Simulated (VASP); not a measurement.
The system is Al2SiF2.

```xyz
5
Lattice="3.0472 0.0000 0.0000 -1.5236 2.6390 0.0000 0.0000 0.0000 8.1420" Properties=species:S:1:pos:R:3 pbc="T T T"
Al    1.5236    0.8797    6.3120
Al    0.0000    1.7593    1.8300
Si    0.0000    0.0000    0.0000
F     0.0000    1.7593    5.1640
F     1.5236    0.8797    2.9780
```

The cell was built by a generator and needn't be a form met in nature.

- Program: VASP 6.6.1
- Task: relaxation of cell and atoms
- Functional: PBE
- Potentials or basis: VASP PAW PBE potentials, release 64 (Al, Si, F)
- Cutoff: 520 eV
- k mesh: 12 × 12 × 4
- Occupations: gaussian, width 0.1 eV
- Spin: no spin polarisation

At the start: pressure 3.7 GPa; volume 13.09 Å³/atom.

Question: Where does the relaxation end?

Answer: Over 24 steps the energy falls by 31.3 meV/atom and the volume is 13.70 Å³/atom (+4.6 %); space group P-3m1 (No. 164, to 0.05 Å).

The path:
```tsv
step	energy change (eV)	largest force (eV/Å)	pressure (GPa)	volume (Å³)
1	0.0000	0.2004	3.68	65.47
2	-0.0582	0.1876	-0.62	68.36
3	-0.0607	0.2457	-1.64	69.25
4	-0.1004	0.1562	-1.64	69.24
5	-0.1073	0.4359	-1.72	69.21
6	-0.1356	0.3433	-0.13	67.46
7	-0.1397	0.2822	0.67	66.63
8	-0.1434	0.2250	-0.28	67.11
9	-0.1444	0.1376	-0.01	66.96
10	-0.1465	0.1188	0.13	67.04
11	-0.1497	0.0722	0.50	67.28
12	-0.1511	0.0497	0.40	67.47
13	-0.1538	0.0308	0.00	68.02
14	-0.1529	0.1807	-0.70	69.13
15	-0.1544	0.0917	-0.33	68.45
16	-0.1544	0.0824	-0.24	68.38
17	-0.1551	0.0624	-0.19	68.41
18	-0.1564	0.0231	-0.13	68.51
19	-0.1551	0.1212	0.01	68.69
20	-0.1566	0.0310	-0.13	68.56
21	-0.1566	0.0331	-0.11	68.55
22	-0.1566	0.0325	-0.11	68.55
23	-0.1566	0.0107	0.14	68.46
24	-0.1567	0.0061	0.06	68.49
```

Final structure:
```
Al Si F
1.0
     2.96436    0.00000    0.00000
    -1.48218    2.56721    0.00000
     0.00000    0.00000    9.00021
Al Si F
2 1 2
Direct
  0.66667 0.33333 0.78195
  0.33333 0.66667 0.21805
  0.00000 0.00000 0.00000
  0.33333 0.66667 0.64655
  0.66667 0.33333 0.35345
```
